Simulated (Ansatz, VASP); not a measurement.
**Cross-check of Ta2H (Ta2H (C222)) between VASP and Ansatz**

One calculation is typed for both programs; each brings its own data sets. How far apart do they land? The cell is taken from a series of runs on this material, whose earlier steps may have relaxed, scaled, displaced or heated it; both programs get it as it stands.

Method: plane waves, with VASP 6.6.1 beside it; r2SCAN, in Ansatz 0.2.0.

### 1. Starting point

The structure is orthorhombic, space group C222 (No. 21). Conventional cell: a = 3.441 Å, b = 4.743 Å, c = 4.759 Å, α = 90.00°, β = 90.00°, γ = 90.00°. Nearest to Ta lie 2 H at 1.93 Å. Nearest to H lie 4 Ta at 1.93 Å. Farther neighbours are not listed.

As a file:

```
Ta H
1.0
     1.72050   -2.37147    0.00000
     1.72050    2.37147    0.00000
     0.00000    0.00000    4.75857
Ta H
2 1
Direct
  0.00000 0.50000 0.26457
  0.50000 0.00000 0.73543
  0.00000 0.00000 0.00000
```

### 2. VASP: relaxation of cell and atoms, r2SCAN

The relaxed volume is the usual yardstick between codes: in a stiff, nearly cubic crystal its relative difference is about their pressure difference at one cell divided by the bulk modulus.

Lines of VASP's logs that name or quote its potential files are left out, and so is its time.

INCAR

```
SYSTEM = Ta2H
PREC = Accurate
ENCUT = 550
EDIFF = 1E-07
NELM = 120
ISMEAR = -1
SIGMA = 0.05
LREAL = .FALSE.
ALGO = Normal
METAGGA = R2SCAN
LASPH = .TRUE.
NBANDS = 17
LORBIT = 11
LWAVE = .FALSE.
LCHARG = .FALSE.
ISIF = 3
IBRION = 2
NSW = 80
EDIFFG = -0.005
GGA_COMPAT = .FALSE.
NELMIN = 4
LMIXTAU = .TRUE.
KPAR = 2
```

POSCAR

```
Ta2H
1.0
    1.7204950000     -2.3714690000      0.0000000000
    1.7204950000      2.3714690000      0.0000000000
    0.0000000000      0.0000000000      4.7585690000
Ta H
2 1
Direct
    0.0000000000      0.5000000000      0.2645697688
    0.5000000000      0.0000000000      0.7354302312
    0.0000000000      0.0000000000      0.0000000000
```

KPOINTS

```
Automatic mesh
0
Gamma
14 14 8
0 0 0
```

The projector-augmented-wave data sets are Ta_pv and H (PBE family, release 64).

The run is started by

```
$ mpirun -np 2 vasp_std
```

Numbers of over 12 decimals in the logs are rounded to 6 here.

The log of the run:

```text
[banner, memory and clock lines left out]
running    2 mpi-ranks, on    1 nodes
 distrk:  each k-point on    1 cores,    2 groups
 distr:  one band on    1 cores,    1 groups

 POSCAR found type information on POSCAR TaH
 POSCAR found :  2 types and       3 ions
|                                                                             |
|               ----> ADVICE to this user running VASP <----                  |
|                                                                             |
|     You enforced a specific xc type in the INCAR file but a different       |
|     [... a line on the potential file left out ...]
|     I HOPE YOU KNOW WHAT YOU ARE DOING!                                     |
|                                                                             |

 LDA part: xc-table for (None), standard interpolation
 POSCAR, INCAR and KPOINTS ok, starting setup
 FFT: planning ... GRIDC
 FFT: planning ... GRID_SOFT
 FFT: planning ... GRID
 WAVECAR not read
 entering main loop
       N       E                     dE             d eps       ncg     rms          rms(c)
DAV:   1     0.967493659098E+02    0.96749E+02   -0.13493E+04  9690   0.144E+03
DAV:   2    -0.104244299030E+03   -0.20099E+03   -0.19855E+03 11867   0.399E+02
DAV:   3    -0.108386036674E+03   -0.41417E+01   -0.40737E+01 12193   0.536E+01
DAV:   4    -0.108419730443E+03   -0.33694E-01   -0.33630E-01 11975   0.484E+00
DAV:   5    -0.108420042726E+03   -0.31228E-03   -0.31209E-03 12364   0.404E-01    0.222E+01
DAV:   6    -0.101755470266E+03    0.66646E+01   -0.28810E+00 10246   0.185E+01    0.948E+00
DAV:   7    -0.994909535459E+02    0.22645E+01   -0.18260E+00 11323   0.100E+01    0.955E-01
DAV:   8    -0.101511279141E+03   -0.20203E+01   -0.10209E+00 10607   0.800E+00    0.173E+00
DAV:   9    -0.101237770100E+03    0.27351E+00   -0.55931E-02 10478   0.240E+00    0.800E-01
DAV:  10    -0.101155803689E+03    0.81966E-01   -0.15302E-02 10229   0.103E+00    0.451E-01
DAV:  11    -0.101176937953E+03   -0.21134E-01   -0.42750E-02  9996   0.238E+00    0.117E-01
DAV:  12    -0.101173119367E+03    0.38186E-02   -0.77726E-03 10061   0.875E-01    0.131E-01
DAV:  13    -0.101170760573E+03    0.23588E-02   -0.27548E-03 10515   0.544E-01    0.212E-02
DAV:  14    -0.101172112937E+03   -0.13524E-02   -0.13553E-03 10633   0.368E-01    0.193E-02
DAV:  15    -0.101172148178E+03   -0.35241E-04   -0.71306E-05 11806   0.768E-02    0.137E-02
DAV:  16    -0.101172151599E+03   -0.34211E-05   -0.30778E-06 12244   0.183E-02    0.263E-03
DAV:  17    -0.101172152659E+03   -0.10600E-05   -0.19460E-06 10559   0.139E-02    0.211E-03
DAV:  18    -0.101172152466E+03    0.19307E-06   -0.19357E-07  8211   0.495E-03    0.930E-04
DAV:  19    -0.101172152633E+03   -0.16734E-06   -0.19683E-07  6037   0.467E-03    0.920E-04
DAV:  20    -0.101172152465E+03    0.16830E-06   -0.10259E-07  5196   0.329E-03    0.111E-04
DAV:  21    -0.101172152466E+03   -0.76216E-09   -0.80322E-09  5158   0.942E-04
   1 F= -.10117215E+03 E0= -.10116645E+03  d E =-.101172E+03
[...]
2 F= -.10117249E+03 E0= -.10116677E+03  d E =-.333345E-03
[...]
3 F= -.10117249E+03 E0= -.10116678E+03  d E =-.340738E-03
 curvature:  -0.58 expect dE=-0.372E-04 dE for cont linesearch -0.457E-07
 trial: gam= 0.09856 g(F)=  0.265E-04 g(S)=  0.375E-04 ort = 0.676E-05 (trialstep = 0.103E+01)
 search vector abs. value=  0.709E-04
 bond charge predicted
       N       E                     dE             d eps       ncg     rms          rms(c)
DAV:   1    -0.101172566716E+03   -0.73532E-04   -0.89646E-03  9698   0.832E-01    0.513E-02
DAV:   2    -0.101172534895E+03    0.31821E-04   -0.37234E-04 11492   0.178E-01    0.276E-02
DAV:   3    -0.101172527971E+03    0.69239E-05   -0.46274E-05 12454   0.661E-02    0.863E-03
DAV:   4    -0.101172533278E+03   -0.53070E-05   -0.93424E-06 12045   0.228E-02    0.558E-03
DAV:   5    -0.101172532075E+03    0.12031E-05   -0.29511E-06 11540   0.133E-02    0.338E-03
DAV:   6    -0.101172533397E+03   -0.13224E-05   -0.16625E-06 11529   0.986E-03    0.171E-03
DAV:   7    -0.101172533434E+03   -0.36245E-07   -0.84663E-08  6598   0.296E-03
   4 F= -.10117253E+03 E0= -.10116680E+03  d E =-.402299E-04
 trial-energy change:   -0.000040  1 .order   -0.000040   -0.000067   -0.000014
 step:   1.3077(harm=  1.3077)  dis= 0.00072  next Energy=  -101.172535 (dE=-0.423E-04)
 reached required accuracy - stopping structural energy minimisation
```

OUTCAR, selected parts (step 2):

```text
ion  position               nearest neighbor table
   1  0.000  0.500  0.265-   3 1.93   3 1.93   2 2.82   2 2.82   2 3.05   2 3.05   2 3.26   2 3.26
                             2 3.46   2 3.46
   2  0.500  0.000  0.735-   3 1.93   3 1.93   1 2.82   1 2.82   1 3.05   1 3.05   1 3.26   1 3.26
                             1 3.46   1 3.46
   3  0.000  0.000  0.000-   1 1.93   2 1.93   1 1.93   2 1.93

  LATTYP: Found a base centered orthorhombic cell.
 ALAT       =     3.4409900000
 B/A-ratio  =     1.3783643661
 C/A-ratio  =     1.3829069541

 Subroutine GETGRP returns: Found  4 space group operations
 (whereof  4 operations were pure point group operations)

The static configuration has the point symmetry D_2 .

 Found    285 irreducible k-points:

   k-points           NKPTS =    285   k-points in BZ     NKDIM =    285   number of bands    NBANDS=     17

   dimension x,y,z NGX =    24 NGY =   24 NGZ =   36
   dimension x,y,z NGXF=    48 NGYF=   48 NGZF=   72

   ENCUT  =  550.0 eV  40.42 Ry    6.36 a.u.   5.60  5.60  9.10*2*pi/ulx,y,z

   NELECT =      23.0000    total number of electrons

 k-points in reciprocal lattice and weights: Automatic mesh
   0.00000000  0.00000000  0.00000000       0.001
   0.07142857  0.00000000  0.00000000       0.003
   0.14285714  0.00000000  0.00000000       0.003
   0.21428571  0.00000000  0.00000000       0.003
   0.28571429 -0.00000000  0.00000000       0.003
   0.35714286  0.00000000  0.00000000       0.003
   0.42857143  0.00000000  0.00000000       0.003
   0.50000000  0.00000000  0.00000000       0.001
   0.07142857  0.07142857  0.00000000       0.001
[...]
-0.42857143  0.42857143  0.50000000       0.001
   0.50000000  0.50000000  0.50000000       0.001

 average (electrostatic) potential at core
       1 -42.5110       2 -42.5110       3 -35.3464

 E-fermi :   5.2984

 k-point     1 :       0.0000    0.0000    0.0000
  band No.  band energies     occupation
    ...
      6     -29.3113      2.00000
      7      -4.9416      2.00000
      8       0.6760      2.00000
      9       2.0142      2.00000
     10       4.5444      2.00000
     11       5.6092      0.00399
     12       5.6321      0.00252
     13       6.1932      0.00000
     14       8.6625      0.00000
     15       9.1758      0.00000
    ...

 k-point     2 :       0.0714    0.0000    0.0000
  band No.  band energies     occupation
    ...
      6     -29.3249      2.00000
      7      -4.8096      2.00000
      8       0.8327      2.00000
      9       2.0136      2.00000
     10       4.4659      2.00000
     11       5.5576      0.01115
     12       5.6533      0.00165
     13       6.2192      0.00000
     14       8.4418      0.00000
     15       9.0700      0.00000
    ...

 k-point     3 :       0.1429    0.0000    0.0000
  band No.  band energies     occupation
    ...
      7      -4.4356      2.00000
      8       1.2634      2.00000
      9       1.9982      2.00000
     10       4.2565      2.00000
     11       5.3508      0.51937
     12       5.5547      0.01182
     13       6.5367      0.00000
     14       7.9796      0.00000
     15       8.8932      0.00000
     16       9.2005      0.00000
    ...

  Total       -0.0114329      0.0072314     -0.0019180      0.0000000      0.0000000      0.0000000
  in kB       -0.4719945      0.2985399     -0.0791846      0.0000000      0.0000000      0.0000000
  external PRESSURE =      -0.0842130 kB  Pullay stress =       0.0000000 kB

  energy-cutoff  :      550.00
  volume of cell :       38.81
      direct lattice vectors                 reciprocal lattice vectors
     1.715477777 -2.372484340  0.000000000     0.291463991 -0.210749547  0.000000000
     1.715477777  2.372484340  0.000000000     0.291463991  0.210749547  0.000000000
     0.000000000  0.000000000  4.767721529     0.000000000  0.000000000  0.209743794

 POSITION                                       TOTAL-FORCE (eV/Angst)
 -----------------------------------------------------------------------------------
      2.57322     -1.18624      1.25900         0.000000      0.000000      0.002210
      2.57322      1.18624      3.50872        -0.000000     -0.000000     -0.002210
      1.71548     -2.37248      0.00000         0.000000      0.000000      0.000000
 -----------------------------------------------------------------------------------
    total drift:                               -0.000000     -0.000000      0.000000

  FREE ENERGIE OF THE ION-ELECTRON SYSTEM (eV)
  ---------------------------------------------------
  free  energy   TOTEN  =      -101.1725334336 eV

  energy  without entropy=     -101.1610745472  energy(sigma->0) =     -101.16680399

 reached required accuracy - stopping structural energy minimisation

 total charge
# of ion       s       p       d       tot
------------------------------------------
    1        0.351   6.200   2.350   8.901
    2        0.351   6.200   2.350   8.901
    3        0.600   0.032   0.000   0.632
--------------------------------------------------
tot          1.302  12.431   4.701  18.434

[... 3 further parts left out ...]
```

CONTCAR:

```
Ta2H
   1.00000000000000
     1.7154777768172467   -2.3724843399040250    0.0000000000000000
     1.7154777768172467    2.3724843399040250    0.0000000000000000
     0.0000000000000000    0.0000000000000000    4.7677215286551764
  Ta              H
     2     1
Direct
     1.0000000000000000    0.5000000000000000    0.2640682421582339
     0.5000000000000000    1.0000000000000000    0.7359317578417661
     1.0000000000000000    0.0000000000000000    0.0000000000000000
```

This run has no spin polarisation. Its electron count is odd, so without a moment it is a metal by construction. The PAW data sets were made with PBE, which is usual practice but a small mismatch for other functionals. The run keeps the 4 symmetry operations of its start, so it cannot find a distortion of lower symmetry.

### 3. Ansatz: relaxation of cell and atoms, r2SCAN

Ansatz runs on its default PAW (the set named soft_2) files.

The same cell, functional, mesh and smearing now go to Ansatz.

input.yaml

```yaml
crystal:
  lattice:
    - [1.7204951, -2.371469, 0.0]
    - [1.7204951, 2.371469, 0.0]
    - [0.0, 0.0, 4.7585694]
  atoms:
    - { symbol: Ta, position: [0.0, 0.5, 0.26456977] }
    - { symbol: Ta, position: [0.5, 0.0, 0.73543023] }
    - { symbol: H, position: [0.0, 0.0, 0.0] }
basis:
  ecutwfc: 500
  xc_grid: 2
hamiltonian:
  xc: r2scan
kpoints:
  mp_grid: { grid: [14, 14, 8] }
scf:
  occupations: { method: fermi_dirac, width: 0.05 }
  max_iter: 150
output:
  forces: true
  stress: true
relax:
  f_tol: 0.01
  max_steps: 60
  cell: {}
checkpoint:
  write: "../r2scan.run"
  compress: false
  write_wavefunctions: false
  write_every: 100000
```

The run is started by

```
$ ansatz run input.yaml --threads 1 --pin off --max-ram 2355MiB --backend cpu --events-out ev --progress --plain --runs-dir out
```

The log of the run:

```text
Engine: ansatz 0.2.0, aarch64-unknown-linux-gnu
Pseudopotentials: kind: paw
Pseudopotential: Ta, paw, valence charge 13, recommended cutoff 500 eV (meta_gga), Ta.paw.azcp
Pseudopotential: H, paw, valence charge 1, recommended cutoff 500 eV (meta_gga), H.paw.azcp
Functional definition: r2SCAN
  parameter k0 = 0.174
  parameter k1 = 0.065
  parameter a1 = 4.9479
  exchange = r2scan_x(k0 = k0, k1 = k1, a1 = a1)
  correlation = r2scan_c
Crystal: 3 atoms, lattice volume = 38.831 Å³
Basis set: ecut = 500 eV, 995 PW (Γ), exchange–correlation on 48×48×72 points (8 copies of the dense FFT grid, shifted against one another)
Bands: 18, of which v1, the nominal top of the filled ones, is band 14 counted from 1 (13 counted from 0)
Symmetry: 4 space group operations
Space group: C222 (ITA 21), of the structure as read, at distance tolerance 3.4e-5 Å
k-points: 285 of 1568 (time reversal used)
Non-local potential: Ta, projectors of the file, l = 0: 3, l = 1: 2, l = 2: 2, l = 3: 1
Non-local potential: H, projectors of the file, l = 0: 2, l = 1: 1
PAW form: soft (Blöchl's): semilocal exchange-correlation on the pseudo side does not see the compensation charge
PAW frozen core: Ta, regenerated for the run's functional (the file was generated under x = pbe(κ = 0.804, μ = 0.219515), c = pbe(β = 0.066725))
PAW one-centre angular grid: Ta, 590 points (default); XC on 160 Gauss nodes
PAW one-centre angular grid: H, 302 points (default); XC on 160 Gauss nodes
Initial density: superposition of atomic densities (neutral atoms: chi_scale 0, normalization atom), corrected by the library's trained network
Initial wavefunctions: pseudopotential atomic-orbital guess
Functional: x = r2scan, c = r2scan; τ floored in thin density (d = 2e-4 eV/Å³)
SCF iter   1: F=—  HF=-19905.114117 eV  |F-HF|=—  |Δ(HF+E_count)|=         —  Δρ=6.77e-3  dr2=9.74e-3  dr2_τ=4.52e-2  ethr=1.77e-3  ⟨swp⟩=5.9  Hψ=25135  notcnv=0
preconditioner: auto → none  [metal: Δε(μ)=0.016 eV  Ē_g=6.219 eV  σ=0.050 eV  W_gap=0.08  n_scr=6 (ndim 8)  ℏωp=19.8 eV  f_vac=0.000  D(μ)=1.38/eV (n_scr^D=6)  sad-step TF]
SCF iter   2: F=—  HF=-19905.153172 eV  |F-HF|=—  |Δ(HF+E_count)|=   3.91e-2  Δρ=4.78e-3  dr2=4.94e-3  dr2_τ=5.72e-4  ethr=3.61e-5  ⟨swp⟩=2.0  Hψ=11738  notcnv=0  defer=27
SCF iter   3: F=—  HF=-19905.155188 eV  |F-HF|=—  |Δ(HF+E_count)|=   2.02e-3  Δρ=9.29e-4  dr2=3.83e-4  dr2_τ=7.17e-5  ethr=1.83e-5  ⟨swp⟩=3.0  Hψ=8786  notcnv=0  defer=27
SCF iter   4: F=—  HF=-19905.155106 eV  |F-HF|=—  |Δ(HF+E_count)|=   8.16e-5  Δρ=6.27e-4  dr2=8.05e-5  dr2_τ=8.16e-6  ethr=1.42e-6  ⟨swp⟩=2.0  Hψ=6679  notcnv=0  defer=27
SCF iter   5: F=—  HF=-19905.155130 eV  |F-HF|=—  |Δ(HF+E_count)|=   2.37e-5  Δρ=1.03e-4  dr2=5.95e-6  dr2_τ=2.67e-7  ethr=2.98e-7  ⟨swp⟩=3.0  Hψ=8400  notcnv=0  defer=27
SCF iter   6: F=—  HF=-19905.155129 eV  |F-HF|=—  |Δ(HF+E_count)|=   3.34e-7  Δρ=3.06e-5  dr2=7.27e-7  dr2_τ=4.73e-8  ethr=2.20e-8  ⟨swp⟩=2.2  Hψ=7348  notcnv=0  defer=27
SCF iter   7: F=-19905.155129 eV  HF=-19905.155129 eV  |F-HF|=3.84e-9  |Δ(HF+E_count)|=   9.61e-8  Δρ=7.62e-6  dr2=1.59e-8  dr2_τ=2.79e-9  ethr=3.70e-10  ⟨swp⟩=3.5  Hψ=20353  notcnv=0
SCF 1 converged in 7 iterations: F = -19905.155129 eV  dr2 = 1.59e-8
  greatest PAW one-centre occupation: 0.998 electrons in one spin orbital (limit 2), on the Ta atom at site 1 (counted from 0), in its partial waves of l = 0
relax step   1: F+E_penalty+E_count = -19905.15512930 eV  Δ(F+E_penalty+E_count) = +0.000e0 eV  max|allowed force component| = 6.996e-2 eV/Å  Δτ_max = 0.0000 Å  P = -0.644 GPa  Ω = 38.831 Å³  (7 SCF iters, dr2 threshold 1.00e-7 eV, accepted)
[...]
relax step   2: F+E_penalty+E_count = -19905.15242736 eV  Δ(F+E_penalty+E_count) = +2.702e-3 eV  max|allowed force component| = 1.563e-1 eV/Å  Δτ_max = 0.0105 Å  P = +1.669 GPa  Ω = 38.371 Å³  energy of the carried Pulay correction = +2.047e-4 eV  (6 SCF iters, dr2 threshold 3.00e-7 eV, rejected (line search))
[...]
relax step   3: F+E_penalty+E_count = -19905.15595604 eV  Δ(F+E_penalty+E_count) = -8.267e-4 eV  max|allowed force component| = 3.010e-3 eV/Å  Δτ_max = 0.0033 Å  P = -0.024 GPa  Ω = 38.699 Å³  energy of the carried Pulay correction = +5.833e-5 eV  (9 SCF iters, accepted)
[...]
relax step   4: F+E_penalty+E_count = -19905.15589872 eV  Δ(F+E_penalty+E_count) = +5.732e-5 eV  max|allowed force component| = 3.027e-3 eV/Å  Δτ_max = 0.0000 Å  P = -0.024 GPa  Ω = 38.699 Å³  stress off target by 2.91e-2 GPa  SCF on the basis re-selected at this cell (its energy is not comparable with the rows above)  (4 SCF iters)
basis re-selected at this cell: Δ(F+E_penalty+E_count) = +5.732e-5 eV, ΔP = -0.001 GPa vs the last step (what re-selecting the basis moved, of the pressure what is left beyond the Pulay correction that the steps carried, after the strain that the cell walked since its last selection, with what the two solves' SCF thresholds leave and, on support functions, any second-order correction that the steps lacked; it is no m [...]
SCF converged after 4 iterations
Free energy (F): -19905.155899 eV
Harris-Foulkes:  -19905.155899 eV  (|F-HF|=0.00e0)
Internal energy: -19905.144395 eV  (E = F + TS)
E sigma→0 (E₀):  -19905.150147 eV
Entropy (-TS):   -0.011504 eV (-3.835 meV/atom)
Fermi energy:    17.632006 eV
--- Per-component energies (eV) ---
  E_band       = -254.506687
  E_kinetic    = 748.818823
  E_local      = -1149.613836  (includes V_loc(G=0)·N_el)
  E_nonlocal   = 30.586956
  E_hartree    = 396.270263
  E_xc         = -418.793550
  E_vxc        = -458.006257  (∫ρ·V_xc dr)
  E_paw        = -16846.582310  (= ΣΔE_a)
  E_vpaw       = -241.838371  (= ΣTr[D̂ρ^β])
  E_aug_tail   = -0.000334  (compensation charges beyond the density's cutoff)
  E_vtau       = 23.005842  (kinetic-family band-sum trace: ∫τ·v_τ [+ j·A + Jᵃ·Aᵃ] dr)
  E_ewald      = -2664.317846
  E_core_change = -1.512561  (= ΣΔE_core)
  E_smearing   = -0.011504  (= −TS)
  E_closure    = 0.000000  (closes the sum)
  Σ components = -19905.155899   (vs F -19905.155899, Δ=0.00e0)
--- Forces (eV/Å), atoms counted from 1 ---
  atom   1  Ta     0.00000000     0.00000000     0.00302663
  atom   2  Ta     0.00000000     0.00000000    -0.00302663
  atom   3  H      0.00000000     0.00000000    -0.00000000
  max |Σ_I F_I| component: 7.77e-17 eV/Å
--- Stress (GPa, compression-positive) ---
       -0.025142       0.000000       0.000000
        0.000000      -0.029068      -0.000000
        0.000000      -0.000000      -0.019070
  P = ⅓ Tr σ = -0.0244 GPa (-0.244 kbar)
--- Relaxed structure (3 steps of the walk, 2 accepted, 1 SCFs on fresh bases) ---
  F+E_penalty+E_count = -19905.15589872 eV   max|allowed force component| = 3.027e-3 eV/Å   (the final SCF, on the basis selected at the relaxed cell)
  cell:  # Å, volume = 38.6994 Å³
    - [1.712867, -2.371618, 3.290129800599167e-19]
    - [1.712867, 2.371618, 3.2901298005992207e-19]
    - [9.099886998317762e-19, 0, 4.763274]
  atoms:
    - { symbol: Ta, position: [0, 0.500000, 0.263870] }
    - { symbol: Ta, position: [0.500000, -1.9554051204654734e-19, 0.736130] }
    - { symbol: H, position: [0, 0, 0] }
```

In the SCF lines HF is the Harris–Foulkes energy and dr2 the Hartree energy of the density residual, in eV; the loop may stop once dr2 is under the threshold and the program's other checks hold. Hψ counts applications of the Hamiltonian.

### 4. Differences

Known differences besides the potentials themselves: VASP keeps PBE cores, Ansatz makes them for the functional; the data sets hold 27 valence electrons in Ansatz (on its default PAW (the set named soft_2) files) and 23 in VASP; the cutoff is 500 eV in Ansatz and 550 eV in VASP; Ansatz adds a Pulay correction to the stress that steers its cell, VASP none. Total energies have different zeros and are not compared.

The two programs side by side:

```
                                         quantity  Ansatz   VASP  difference
                                      volume (Å³)   38.70  38.81     -0.28 %
edge a after relaxation, in the typed setting (Å)   2.925  2.928     -0.08 %
edge c after relaxation, in the typed setting (Å)   4.763  4.768     -0.09 %
```

### 5. Outcome

| Item | Value |
| --- | --- |
| difference in volume (relaxation of cell and atoms, r2SCAN) | -0.28 % |

**Reading.** The difference in volume is -0.28 % (relaxation of cell and atoms, r2SCAN), within the 1.2 % picked in this series as the mark of a large difference, as far as the stopping tolerances let one tell. The data sets hold unlike numbers of valence electrons (27 in Ansatz and 23 in VASP), so part of the differences may come from the potentials. Such differences can come from data sets, numerical settings and the points named under the comparisons, not from the functional's error against experiment.

[Lines on the potential files, build, host, timing and source positions are cut from VASP's logs without a mark.]

[Logs are printed without paths, hosts, clocks, repeated set-up lines and the standing remarks that a program may print on its own settings, such as how far it seeks lower states.]

[Hosts, paths, dates, database ids (printed as entryN), source tags and the programs' standing remarks are cut or masked in the printed files.]
